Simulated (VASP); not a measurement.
Output of a VASP run:

File OSZICAR:
```
...
DAV:   3    -0.108608338385E+02   -0.21132E+00   -0.21131E+00  2216   0.110E+01
DAV:   4    -0.108618213309E+02   -0.98749E-03   -0.98749E-03  2968   0.836E-01
DAV:   5    -0.108618218976E+02   -0.56671E-06   -0.56699E-06  2248   0.182E-02    0.455E+00
DAV:   6    -0.107565232509E+02    0.10530E+00   -0.66801E-02  2088   0.136E+00    0.277E+00
DAV:   7    -0.107073589262E+02    0.49164E-01   -0.13034E-01  2208   0.203E+00    0.160E-01
DAV:   8    -0.107084946195E+02   -0.11357E-02   -0.37712E-03  1944   0.461E-01    0.730E-02
DAV:   9    -0.107086970022E+02   -0.20238E-03   -0.20714E-04  2672   0.112E-01    0.565E-02
DAV:  10    -0.107087247560E+02   -0.27754E-04   -0.31797E-05  2000   0.415E-02    0.602E-03
DAV:  11    -0.107087248303E+02   -0.74276E-07   -0.10198E-06  2824   0.697E-03
   1 F= -.10708725E+02 E0= -.10708668E+02  d E =-.107087E+02
       N       E                     dE             d eps       ncg     rms          rms(c)
DAV:   1    -0.107968120834E+02   -0.88087E-01   -0.30777E+00  2080   0.113E+01    0.560E-01
DAV:   2    -0.108068867503E+02   -0.10075E-01   -0.10058E-01  2736   0.263E+00    0.258E-01
DAV:   3    -0.108066172438E+02    0.26951E-03   -0.95223E-04  2208   0.225E-01    0.117E-01
DAV:   4    -0.108066586034E+02   -0.41360E-04   -0.52969E-04  2512   0.162E-01    0.169E-02
DAV:   5    -0.108066510213E+02    0.75821E-05   -0.10894E-04  2376   0.747E-02    0.104E-02
DAV:   6    -0.108066515707E+02   -0.54945E-06   -0.34730E-06  2320   0.151E-02
   2 F= -.10806652E+02 E0= -.10806652E+02  d E =-.979267E-01
       N       E                     dE             d eps       ncg     rms          rms(c)
DAV:   1    -0.108084375421E+02   -0.17865E-02   -0.41944E-02  2224   0.132E+00    0.656E-02
DAV:   2    -0.108085725251E+02   -0.13498E-03   -0.13405E-03  2584   0.301E-01    0.297E-02
DAV:   3    -0.108085713462E+02    0.11789E-05   -0.10291E-05  2328   0.249E-02    0.134E-02
DAV:   4    -0.108085721443E+02   -0.79816E-06   -0.47724E-06  2224   0.164E-02
   3 F= -.10808572E+02 E0= -.10808572E+02  d E =-.998473E-01
       N       E                     dE             d eps       ncg     rms          rms(c)
DAV:   1    -0.108085491682E+02    0.22178E-04   -0.98075E-04  2272   0.203E-01    0.104E-02
DAV:   2    -0.108085523482E+02   -0.31800E-05   -0.31215E-05  2536   0.457E-02    0.459E-03
DAV:   3    -0.108085523346E+02    0.13635E-07   -0.24006E-07  1744   0.389E-03
   4 F= -.10808552E+02 E0= -.10808552E+02  d E =-.998275E-01
       N       E                     dE             d eps       ncg     rms          rms(c)
DAV:   1    -0.108100559742E+02   -0.15036E-02   -0.51559E-02  2280   0.147E+00    0.720E-02
DAV:   2    -0.108102221371E+02   -0.16616E-03   -0.16467E-03  2504   0.332E-01    0.328E-02
DAV:   3    -0.108102204698E+02    0.16673E-05   -0.13579E-05  2432   0.286E-02    0.146E-02
DAV:   4    -0.108102214681E+02   -0.99826E-06   -0.60106E-06  2304   0.183E-02
   5 F= -.10810221E+02 E0= -.10810221E+02  d E =-.166913E-02
       N       E                     dE             d eps       ncg     rms          rms(c)
DAV:   1    -0.108102545008E+02   -0.34031E-04   -0.79180E-04  2208   0.182E-01    0.854E-03
DAV:   2    -0.108102571215E+02   -0.26207E-05   -0.26190E-05  2568   0.421E-02    0.399E-03
DAV:   3    -0.108102570832E+02    0.38278E-07   -0.19358E-07  1480   0.350E-03
   6 F= -.10810257E+02 E0= -.10810257E+02  d E =-.170475E-02
```

OUTCAR:
```
------------------------ aborting loop because EDIFF is reached ----------------------------------------
  FORCE on cell =-STRESS in cart. coord.  units (eV):
  Direction    XX          YY          ZZ          XY          YZ          ZX
  --------------------------------------------------------------------------------------
  Total       -0.8302128     -0.8302330     -0.8301960     -0.0003185     -0.0023023      0.0002557
  in kB      -31.2982517    -31.2990135    -31.2976176     -0.0120074     -0.0867937      0.0096404
  external PRESSURE =     -31.2982943 kB  Pullay stress =       0.0000000 kB
  volume of cell :       42.50
      direct lattice vectors                 reciprocal lattice vectors
     0.000000000  2.769810000  2.769810000    -0.180517797  0.180517797  0.180517797
     2.769810000  0.000000000  2.769810000     0.180517797 -0.180517797  0.180517797
     2.769810000  2.769810000  0.000000000     0.180517797  0.180517797 -0.180517797
 POSITION                                       TOTAL-FORCE (eV/Angst)
 -----------------------------------------------------------------------------------
      0.05985      2.79483      2.76976         0.003639     -0.000431      0.001206
      1.44505      1.40989      1.38496        -0.003639      0.000431     -0.001206
 -----------------------------------------------------------------------------------
    total drift:                                0.000000      0.000000     -0.000000
  FREE ENERGIE OF THE ION-ELECTRON SYSTEM (eV)
  ---------------------------------------------------
  free  energy   TOTEN  =       -10.8102570832 eV

  energy  without entropy=      -10.8102570832  energy(sigma->0) =      -10.81025708

 reached required accuracy - stopping structural energy minimisation
```
(Selected blocks of OUTCAR.)

### POSCAR
```
Si
1
    0.0000000000     2.7698100000     2.7698100000
    2.7698100000     0.0000000000     2.7698100000
    2.7698100000     2.7698100000     0.0000000000
Si
2
Direct
 -0.0126362458   0.0126362458   0.0306880255
  0.2500000000   0.2500000000   0.2500000000
```

Question: Reconstruct the remaining input files.

Answer: Several could match; the one computed here: the input of the run itself, PBE GGA, plane waves, VASP's PBE PAW potentials (set 64).

File KPOINTS:
```
Automatic mesh
0
Gamma
6 6 6
0 0 0
```

INCAR:
```
! general
SYSTEM = Si
PREC   = Accurate
ENCUT  = 400   ! plane-wave cut-off (eV)
LREAL  = .False.
LASPH  = .True.   ! aspherical one-centre terms

! electronic loop
EDIFF  = 1E-6   ! SCF stop (eV)
NELM   = 100   ! most electronic steps
ALGO   = Normal   ! blocked Davidson

! smearing
ISMEAR = 0
SIGMA  = 0.05

! functional
GGA    = PE

! ions
IBRION = 2   ! conjugate gradients
NSW    = 40   ! most ionic steps
ISIF   = 2
EDIFFG = -0.01

! output
LWAVE  = .False.
LCHARG = .False.
```

POTCAR, in this order: Si (PBE.64 set). Program: vasp_std.

The compound is Si in the diamond structure. In the starting cell atoms are displaced from their ideal sites. This run relaxes the ions in a fixed cell. Symmetry was kept, so distortions that lower it aren't found.
